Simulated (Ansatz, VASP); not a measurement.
# Cross-check of ZnAg (Ag-Zn-Zn-Ag stack, (100) layers) between VASP and Ansatz, part 2 of 2

Aim: how closely do two programs agree when they are given the same cell, functional and k mesh? The cell is taken from a series of runs on this material, whose earlier steps may have relaxed, scaled, displaced or heated it; both programs get it as it stands.

VASP 6.6.1 and Ansatz 0.2.0.

So far: Set-up; VASP: zone-centre phonons, PBEsol.

**3. Ansatz: zone-centre phonons, PBEsol**

Level of this step: Ansatz beside VASP: Kohn-Sham DFT, plane waves, PBEsol (Ansatz).

Ansatz runs on its PAW soft_1 files.

The same cell, functional, mesh and smearing now go to Ansatz, which takes its cutoff from its data sets.

The input, input.yaml:

```yaml
crystal:
  lattice:
    - [2.7662764227, 0.0, 0.0]
    - [0.0, 2.7662764227, 0.0]
    - [0.0, 0.0, 35.5773943932]
  atoms:
    - { symbol: Ag, position: [0.0, 0.0, 0.1585802829] }
    - { symbol: Zn, position: [0.5, 0.5, 0.2117228436] }
    - { symbol: Zn, position: [0.0, 0.0, 0.2629802731] }
    - { symbol: Ag, position: [0.5, 0.5, 0.3161228338] }
  periodic: [true, true, false]
kpoints:
  mp_grid: { grid: [9, 9, 1] }
hamiltonian:
  xc: pbesol
  pseudopotentials: { kind: paw, azcp: { folder: soft_1 }, xc_functional: pbe }
scf:
  occupations: { method: methfessel_paxton, width: 0.2 }
output:
  eigenvalues: true
phonons:
  method: dfpt
  qmesh: [3, 3, 1]
  temperatures: { t_max: 1000, t_step: 50 }
  qpath:
    path: [[0.0, 0.0, 0.0], [0.0, 0.5, 0.0], [0.5, 0.5, 0.0], [0.0, 0.0, 0.0]]
    npoints: 10
  electrical_resistivity:
    mesh: [12, 12, 1]
    temperatures: [20.0, 50.0, 77.0, 100.0, 150.0, 200.0, 300.0, 400.0, 600.0, 800.0]
  superconductivity: { mesh: [12, 12, 1] }
```

Command:

```
> ansatz run input.yaml --threads 4 --pin off --max-ram 12288MiB --backend cpu --events-out ev --progress --plain --runs-dir out
```

Numbers of over 12 decimals in the logs are rounded to 6 here.

Log:

```text
Warning: crystal.symmetry: narrowed to the stabiliser of the run's FFT grids — unitary ops 16 → 8. A phonons.method: dfpt run fills in the rows of the dynamical matrix that it does not solve by its symmetry operations, which is exact only for operations that map its FFT grids onto themselves: filled in by any other, the frequencies could depend on the order in which like atoms are typed, or, by more than the grids' own error, on where the crystal sits among the grids' points. Excluded: 8 operations. The run can therefore solve more perturbations, solve them on more k-points, or both, and cost more. [rest of the remark cut]
Engine: ansatz 0.2.0, aarch64-unknown-linux-gnu
Pseudopotentials: kind: paw
Pseudopotential: Ag, paw, valence charge 19, recommended cutoff 420 eV (normal), soft_1/Ag.paw.azcp
Pseudopotential: Zn, paw, valence charge 12, recommended cutoff 420 eV (normal), soft_1/Zn.paw.azcp
Functional definition: PBEsol
  exchange = pbesol_x
  correlation = pbesol_c
Crystal: 4 atoms, lattice volume = 272.248 Å³
Basis set: ecut = 420 eV, 5443 PW (Γ), exchange–correlation on 40×40×480 points (8 copies of the dense FFT grid, shifted against one another)
Bands: 38, of which v1, the nominal top of the filled ones, is band 31 counted from 1 (30 counted from 0)
Symmetry: 16 space group operations
k-points: 15 of 81 (irreducible under 8 space group operations)
Non-local potential: Ag, projectors of the file, l = 0: 3, l = 1: 2, l = 2: 2, l = 3: 1
Non-local potential: Zn, projectors of the file, l = 0: 2, l = 1: 2, l = 2: 3, l = 3: 1
PAW form: soft (Blöchl's): semilocal exchange-correlation on the pseudo side does not see the compensation charge
PAW frozen core: Ag, regenerated for the run's functional, and the local potential with it (the file was generated under x = pbe(κ = 0.804, μ = 0.219515), c = pbe(β = 0.066725))
PAW frozen core: Zn, regenerated for the run's functional, and the local potential with it (the file was generated under x = pbe(κ = 0.804, μ = 0.219515), c = pbe(β = 0.066725))
PAW one-centre angular grid: Ag, 590 points (default); XC on 64 Gauss nodes
PAW one-centre angular grid: Zn, 590 points (default); XC on 64 Gauss nodes
Initial density: superposition of atomic densities (neutral atoms: chi_scale 0, normalization atom)
Initial wavefunctions: pseudopotential atomic-orbital guess
Functional: x = pbesol(κ = 0.804, μ = 0.123457), c = pbesol(β = 0.046)
SCF iter   1: F=—  HF=-21606.457616 eV  |F-HF|=—  |Δ(HF+E_count)|=         —  Δρ=3.47e-2  dr2=3.23e0  ethr=3.10e-3  ⟨swp⟩=15.6  Hψ=4546  notcnv=0
preconditioner: auto → LDOS  [insulator: Δε(μ)=0.337 eV  Ē_g=9.663 eV  σ=0.200 eV  W_gap=0.90  n_scr=24 (ndim 8)  ℏωp=15.3 eV  f_vac=0.735  D(μ)=0.57/eV (n_scr^D=6)  ε∞_Penn≈3.5  β→1.0]
SCF iter   2: F=—  HF=-21607.967840 eV  |F-HF|=—  |Δ(HF+E_count)|=    1.51e0  S|Δr|=    0.00e0  Δρ=5.92e-2  dr2=6.60e0  ethr=3.10e-3  ⟨swp⟩=3.7  Hψ=1670  notcnv=0  defer=31  recentre
[...]
° read free of the cell's end (the report's vacuum.weakly_bound_levels)
--- Phonons (Γ-DFPT): 8 representative perturbations + reference (Σ response iterations 40) ---
  ASR residual: 3.412e-5 → 0.000e0 eV/Å²; symmetrization residual: 2.720e-7 eV/Å²
  The last average, over the group as it would stand without the narrowing to the FFT grids, took up to 1.126e-7 eV/Å² of the zone centre's force constants
  ASR residual per site (eV/Å²): 1.44e-5 3.40e-5 3.41e-5 1.45e-5
  Γ frequencies (cm⁻¹): 0.00 0.00 0.00 42.60 42.60 80.83 95.53 95.53 124.25 124.25 149.71 198.56
--- Phonons (arbitrary-q DFPT): 3 irreducible q on the 3×3×1 mesh ---
  q = [0.0000, 0.0000, 0.0000] (star 1, of the zone-centre solve; hermiticity 8.90e-8, symmetrization 1.01e-11, taken by the last average 1.84e-8): -0.00 0.00 0.00 42.60 42.60 80.83 95.53 95.53 124.25 124.25 149.71 198.56
  q = [0.0000, 0.3333, 0.0000] (star 4, 12 solved perturbations on 45 of 81 k-point pairs; hermiticity 4.78e-8, symmetrization 2.84e-11, taken by the last average 1.39e-8): 37.01 39.18 59.48 63.55 89.96 99.19 107.66 125.93 155.91 160.19 185.45 189.75
  q = [0.3333, 0.3333, 0.0000] (star 4, 8 solved perturbations in 504 linear systems a pass and spin channel, the states on 81 of 81 k-point pairs; hermiticity 2.61e-8, symmetrization 1.28e-11, taken by the last average 1.45e-8): 73.43 74.04 105.70 107.85 119.73 126.16 131.20 154.28 161.17 169.82 172.46 172.60
  sum rule: each row above includes the acoustic sum rule's correction from the zone centre's row sums; it moved no ω² by more than (0.38 cm⁻¹)²
  mesh force constants: q→R imaginary residual 0.00e0; ASR residual 3.412e-5 → 0.000e0 eV/Å²; symmetrization residual 1.776e-15 eV/Å²
  interpolated dispersion: 31 rows × 12 modes
  density of states and harmonic sums: on the 24×24×1 q-mesh, interpolated from the force constants of a 3×3×1 supercell (no non-analytic term)
  largest difference from the sums on the solved wave vectors: F 6.90e-2 eV, S 9.73e-5 and C_V 2.83e-5 eV/K
  zero-point energy: 0.087008 eV/cell   skipped modes (ω ≤ 0): 3   left out of the sums: 4.34e-4 of the cell's modes: C_V's classical limit lies that fraction below 3 k_B per atom; for a crystal, a wire or a layer, F and S can be off by more, and a phonons.interpolated_qmesh denser along its periods is the remedy for the sampling
--- Electrical resistivity: potentials and phonons of a 3×3×1 supercell ---
[...]
6×6×1                     0.5871              4.8049    0.2659    0.2350          10.935
          3×3×1                     0.5228              4.2585    0.2557    0.2442          12.465
  resistivity on the deck's mesh, µΩ·cm:
     T (K)       trace/2  mesh converged            xx            yy            zz    lowest order   relaxation time
     20.00     7.3780e-2              no     7.3780e-2     7.3780e-2      0.0000e0       1.1225e-1         1.1663e-1
     50.00     9.2593e-1             yes     9.2593e-1     9.2593e-1      0.0000e0        1.0997e0          1.1743e0
     77.00      2.1398e0              no      2.1398e0      2.1398e0      0.0000e0        2.3656e0          2.6563e0
    100.00      3.2153e0              no      3.2153e0      3.2153e0      0.0000e0        3.4721e0          3.9965e0
    150.00      5.4749e0              no      5.4749e0      5.4749e0      0.0000e0        5.8144e0          6.8355e0
    200.00      7.6413e0              no      7.6413e0      7.6413e0      0.0000e0        8.0808e0          9.5608e0
    300.00      1.1847e1              no      1.1847e1      1.1847e1      0.0000e0        1.2504e1          1.4848e1
    400.00      1.5988e1              no      1.5988e1      1.5988e1      0.0000e0        1.6873e1          2.0053e1
    600.00      2.4255e1              no      2.4255e1      2.4255e1      0.0000e0        2.5663e1          3.0430e1
    800.00      3.2597e1             yes      3.2597e1      3.2597e1      0.0000e0        3.4600e1          4.0885e1
  sheet resistance at 20 K: 0.2074 Ω
  mean free path at 20 K (of a tensor half of its trace): 4664 nm by what each carries, 3679 by the Fermi surface alone
  Hall coefficient in a weak field at 20 K (along the normal): 1.106e-10 m³/C (how far it moves between the two finest meshes is not known); by each state's relaxation time: -1.589e-10 m³/C; by a constant relaxation time: -1.321e-10 m³/C
  sheet resistance at 50 K: 2.603 Ω
  mean free path at 50 K (of a tensor half of its trace): 332 nm by what each carries, 293 by the Fermi surface alone
  Hall coefficient in a weak field at 50 K (along the normal): 1.859e-10 m³/C (how far it moves between the two finest meshes is not known); by each state's relaxation time: 4.736e-11 m³/C; by a constant relaxation time: -1.257e-10 m³/C
  sheet resistance at 77 K: 6.015 Ω
  mean free path at 77 K (of a tensor half of its trace): 138 nm by what each carries, 127 by the Fermi surface alone
  Hall coefficient in a weak field at 77 K (along the normal): 1.401e-10 m³/C (how far it moves between the two finest meshes is not known); by each state's relaxation time: 5.080e-11 m³/C; by a constant relaxation time: -1.250e-10 m³/C
  sheet resistance at 100 K: 9.038 Ω
  mean free path at 100 K (of a tensor half of its trace): 90.2 nm by what each carries, 84.4 by the Fermi surface alone
  Hall coefficient in a weak field at 100 K (along the normal): 1.301e-10 m³/C (how far it moves between the two finest meshes is not known); by each state's relaxation time: 5.834e-11 m³/C; by a constant relaxation time: -1.248e-10 m³/C
  sheet resistance at 150 K: 15.39 Ω
  mean free path at 150 K (of a tensor half of its trace): 52.3 nm by what each carries, 49.6 by the Fermi surface alone
  Hall coefficient in a weak field at 150 K (along the normal): 1.177e-10 m³/C (how far it moves between the two finest meshes is not known); by each state's relaxation time: 6.304e-11 m³/C; by a constant relaxation time: -1.245e-10 m³/C
  sheet resistance at 200 K: 21.48 Ω
  mean free path at 200 K (of a tensor half of its trace): 37.3 nm by what each carries, 35.5 by the Fermi surface alone
  Hall coefficient in a weak field at 200 K (along the normal): 1.124e-10 m³/C (how far it moves between the two finest meshes is not known); by each state's relaxation time: 6.392e-11 m³/C; by a constant relaxation time: -1.245e-10 m³/C
  sheet resistance at 300 K: 33.30 Ω
  mean free path at 300 K (of a tensor half of its trace): 24.0 nm by what each carries, 22.9 by the Fermi surface alone
  Hall coefficient in a weak field at 300 K (along the normal): 1.066e-10 m³/C (how far it moves between the two finest meshes is not known); by each state's relaxation time: 6.327e-11 m³/C; by a constant relaxation time: -1.253e-10 m³/C
  sheet resistance at 400 K: 44.94 Ω
  mean free path at 400 K (of a tensor half of its trace): 17.7 nm by what each carries, 17.0 by the Fermi surface alone
  Hall coefficient in a weak field at 400 K (along the normal): 1.025e-10 m³/C (how far it moves between the two finest meshes is not known); by each state's relaxation time: 6.182e-11 m³/C; by a constant relaxation time: -1.262e-10 m³/C
  sheet resistance at 600 K: 68.17 Ω
  mean free path at 600 K (of a tensor half of its trace): 11.7 nm by what each carries, 11.2 by the Fermi surface alone
  Hall coefficient in a weak field at 600 K (along the normal): 9.581e-11 m³/C (how far it moves between the two finest meshes is not known); by each state's relaxation time: 5.847e-11 m³/C; by a constant relaxation time: -1.279e-10 m³/C
  sheet resistance at 800 K: 91.62 Ω
  mean free path at 800 K (of a tensor half of its trace): 8.68 nm by what each carries, 8.33 by the Fermi surface alone
  Hall coefficient in a weak field at 800 K (along the normal): 9.020e-11 m³/C (how far it moves between the two finest meshes is not known); by each state's relaxation time: 5.553e-11 m³/C; by a constant relaxation time: -1.290e-10 m³/C
  the resistivity times a path that all electrons share, by the Fermi surface of the deck's mesh alone (half of the trace): 2.714e-15 Ω·m²
  not converged in the mesh (λ; the resistivity at 20 K by 4.47 %; the resistivity at 77 K by 2.89 %; the resistivity at 100 K by 3.21 %; the resistivity at 150 K by 3.43 %; the resistivity at 200 K by 3.53 %; the resistivity at 300 K by 3.57 %; the resistivity at 400 K by 3.37 %; the resistivity at 600 K by 2.37 %): between neighbouring meshes, the two finest first, λ moves by 4.39 % and 3.85 %, λ_tr by 0.11 % and 3.90 % and the resistivity by up to 4.47 % and 26.89 %; an estimate, no bound, puts it up to 9.9e-7 % above the Boltzmann equation's exact value after up to 6 iterations (at most 30 are made, fewer where the estimate is under 1.0e-6 % of each spin channel's own resistivity)
  vibrations of 9 cells: unjudged by the run; compare a larger repeat
  the changes of the potential over all sites missed a rigid shift's by 0.16 % (the site terms' by 0.03 %)
[the section on superconductivity is kept apart]
```

**4. Differences**

Known differences besides the potentials themselves: Ansatz cuts the interaction across the vacuum, VASP repeats the sheet without a dipole correction; VASP's run holds the zone centre alone; the data sets hold 62 valence electrons in Ansatz (on its PAW soft_1 files) and 46 in VASP; the cutoff is 420 eV in Ansatz and 500 eV in VASP; Ansatz makes its cores anew for this functional, VASP keeps those of its PBE data sets. Total energies have different zeros and are not compared.

The two programs side by side:

| quantity | Ansatz | VASP | difference |
| --- | --- | --- | --- |
| optical mode 1 to 2 (cm⁻¹) | 42.6 | 42.7 | -0.1 |
| optical mode 3 (cm⁻¹) | 80.8 | 81.3 | -0.57 % |
| optical mode 4 to 5 (cm⁻¹) | 95.5 | 94.1 | +1.55 % |
| optical mode 6 to 7 (cm⁻¹) | 124.2 | 122.1 | +1.73 % |
| optical mode 8 (cm⁻¹) | 149.7 | 150.0 | -0.20 % |
| optical mode 9 (cm⁻¹) | 198.6 | 200.9 | -1.19 % |

Modes are paired by rising frequency, not by their patterns, so a pair may set unlike modes beside each other; they are those without the splitting of longitudinal modes. Where the cell holds vacuum, a pressure given here is an average over it and none of the material.

**5. What came out**

```yaml
r_m_s_difference_of_the_optical_zone_centre_modes_each_program_s_sorted_by_frequency_zone_centre_phonons_pbesol: 1.5 cm⁻¹
difference_in_optical_mode_6_to_7_zone_centre_phonons_pbesol: +1.7 %
```

The r.m.s. difference of the optical zone-centre modes, each program's sorted by frequency is 1.5 cm⁻¹ (zone-centre phonons, PBEsol). The data sets hold unlike numbers of valence electrons (62 in Ansatz and 46 in VASP), so part of the differences may come from the potentials. Among the rows given in per cent, the largest difference of the zone-centre phonons, PBEsol pair is in optical mode 6 to 7, +1.7 %. How closely two codes agree says nothing of how well the functional describes the real material.

[Lines on the potential files, build, host, timing and source positions are cut from VASP's logs without a mark.]

[Logs are printed without paths, hosts, clocks, repeated set-up lines and the standing remarks that a program may print on its own settings, such as how far it seeks lower states.]

[Hosts, paths, dates, database ids (printed as entryN), source tags and the programs' standing remarks are cut or masked in the printed files.]
